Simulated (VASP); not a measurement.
Given:

```yaml
crystal:
  lattice:
    - [0.00000, 2.72500, 2.72500]
    - [2.72500, 0.00000, 2.72500]
    - [2.72500, 2.72500, 0.00000]
  atoms:
    - { symbol: Ga, position: [0.00000, 0.00000, 0.00000] }
    - { symbol: P, position: [0.25000, 0.25000, 0.25000] }
```

These are G0W0 on PBE orbitals, VASP's PBE PAW potentials (set 64) (plane waves; VASP) values and carry that method's errors. Run with PREC = Normal, 500 eV cut-off, 4×4×4 Γ-centred mesh, Gaussian smearing of 0.010 eV, potentials Ga_d_GW P_GW.

The mesh is coarse and the basis finite, so the quasiparticle values are not converged.

NBANDS = 100, ENCUTGW = 150 eV, NOMEGA = 64. The PBE levels (eV) that the step starts from are:

| state | KS energy | filling |
|---|---|---|
| k1 (0.00, 0.00, 0.00), band 6 | -8.09 | 2 |
| k1 (0.00, 0.00, 0.00), band 7 | 4.41 | 2 |
| k1 (0.00, 0.00, 0.00), band 8 | 4.41 | 2 |
| k1 (0.00, 0.00, 0.00), band 9 | 4.41 | 2 |
| k1 (0.00, 0.00, 0.00), band 10 | 6.22 | 0 |
| k1 (0.00, 0.00, 0.00), band 11 | 8.26 | 0 |
| k1 (0.00, 0.00, 0.00), band 12 | 8.26 | 0 |
| k1 (0.00, 0.00, 0.00), band 13 | 8.26 | 0 |
| k2 (0.25, 0.00, 0.00), band 6 | -7.32 | 2 |
| k2 (0.25, 0.00, 0.00), band 7 | 0.52 | 2 |
| k2 (0.25, 0.00, 0.00), band 8 | 3.74 | 2 |
| k2 (0.25, 0.00, 0.00), band 9 | 3.74 | 2 |
| k2 (0.25, 0.00, 0.00), band 10 | 6.55 | 0 |
| k2 (0.25, 0.00, 0.00), band 11 | 9.12 | 0 |
| k2 (0.25, 0.00, 0.00), band 12 | 9.12 | 0 |
| k2 (0.25, 0.00, 0.00), band 13 | 10.75 | 0 |
| k3 (0.50, 0.00, 0.00), band 6 | -6.02 | 2 |
| k3 (0.50, 0.00, 0.00), band 7 | -2.25 | 2 |
| k3 (0.50, 0.00, 0.00), band 8 | 3.28 | 2 |
| k3 (0.50, 0.00, 0.00), band 9 | 3.28 | 2 |
| k3 (0.50, 0.00, 0.00), band 10 | 6.06 | 0 |
| k3 (0.50, 0.00, 0.00), band 11 | 9.10 | 0 |
| k3 (0.50, 0.00, 0.00), band 12 | 9.10 | 0 |
| k3 (0.50, 0.00, 0.00), band 13 | 12.68 | 0 |

Q: Give the quasiparticle energies and renormalisation factors Z.

A: 
| state | QP energy (eV) | Z |
|---|---|---|
| k1 (0.00, 0.00, 0.00), band 6 | -8.54 | 0.64 |
| k1 (0.00, 0.00, 0.00), band 7 | 3.93 | 0.76 |
| k1 (0.00, 0.00, 0.00), band 8 | 3.93 | 0.76 |
| k1 (0.00, 0.00, 0.00), band 9 | 3.93 | 0.76 |
| k1 (0.00, 0.00, 0.00), band 10 | 6.65 | 0.77 |
| k1 (0.00, 0.00, 0.00), band 11 | 8.52 | 0.77 |
| k1 (0.00, 0.00, 0.00), band 12 | 8.52 | 0.77 |
| k1 (0.00, 0.00, 0.00), band 13 | 8.52 | 0.77 |
| k2 (0.25, 0.00, 0.00), band 6 | -7.81 | 0.68 |
| k2 (0.25, 0.00, 0.00), band 7 | 0.00 | 0.73 |
| k2 (0.25, 0.00, 0.00), band 8 | 3.24 | 0.76 |
| k2 (0.25, 0.00, 0.00), band 9 | 3.24 | 0.76 |
| k2 (0.25, 0.00, 0.00), band 10 | 6.87 | 0.77 |
| k2 (0.25, 0.00, 0.00), band 11 | 9.38 | 0.76 |
| k2 (0.25, 0.00, 0.00), band 12 | 9.38 | 0.76 |
| k2 (0.25, 0.00, 0.00), band 13 | 10.99 | 0.74 |
| k3 (0.50, 0.00, 0.00), band 6 | -6.53 | 0.70 |
| k3 (0.50, 0.00, 0.00), band 7 | -2.79 | 0.70 |
| k3 (0.50, 0.00, 0.00), band 8 | 2.75 | 0.76 |
| k3 (0.50, 0.00, 0.00), band 9 | 2.75 | 0.76 |
| k3 (0.50, 0.00, 0.00), band 10 | 6.36 | 0.77 |
| k3 (0.50, 0.00, 0.00), band 11 | 9.31 | 0.76 |
| k3 (0.50, 0.00, 0.00), band 12 | 9.31 | 0.76 |
| k3 (0.50, 0.00, 0.00), band 13 | 12.54 | 0.75 |
On the mesh the gap opens from 1.63 to 2.08 eV.

The compound is GaP in the zinc blende structure. The cell was not relaxed at this level. The k-mesh is coarse (spacing up to 0.50 per Å, 2π included), so the numbers may not be converged in it.
